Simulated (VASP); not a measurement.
VASP ran on this input.

**INCAR**
```
SYSTEM = KI
PREC = Accurate
ENCUT = 520
EDIFF = 1E-6
NELM = 100
ALGO = Normal
LREAL = .FALSE.
LASPH = .TRUE.
ISMEAR = 0
SIGMA = 0.05
GGA = PE
LMAXMIX = 4
LWAVE = .TRUE.
LCHARG = .FALSE.
```

POSCAR:
```
KI
1
    0.0000000000     3.5574322391     3.5574322391
    3.5574322391     0.0000000000     3.5574322391
    3.5574322391     3.5574322391     0.0000000000
K I
1 1
Direct
  0.0000000000   0.0000000000   0.0000000000
  0.5000000000   0.5000000000   0.5000000000
```

File KPOINTS:
```
kpoints
0
G
 6 6 6
0 0 0
```

POTCAR, in this order: K_sv I (PBE.64 set). Program: vasp_std.

### Question
Write an equivalent input for Ansatz.

### Answer
One equivalent input (not run):
Ansatz 0.2 input:
```yaml
crystal:
  lattice:
    - [0.0000000, 3.5574322, 3.5574322]
    - [3.5574322, 0.0000000, 3.5574322]
    - [3.5574322, 3.5574322, 0.0000000]
  atoms:
    - { symbol: K, position: [0.0000000, 0.0000000, 0.0000000] }
    - { symbol: I, position: [0.5000000, 0.5000000, 0.5000000] }
kpoints:
  mp_grid: { grid: [6, 6, 6] }
hamiltonian:
  xc: pbe
  pseudopotentials: { kind: paw }
scf:
  occupations: { method: gaussian, width: 0.05 }
  max_iter: 100
output: { forces: true, stress: true, eigenvalues: true }
```
What does not carry over: each code has its own PAW files, so the cut-off isn't converted (ENCUT is set for VASP's; basis.ecutwfc is left out, and Ansatz then takes the one that its files recommend); Ansatz stops its SCF on the density residual and VASP on the energy change (EDIFF).

The compound is KI in the rock salt structure. It was relaxed first.
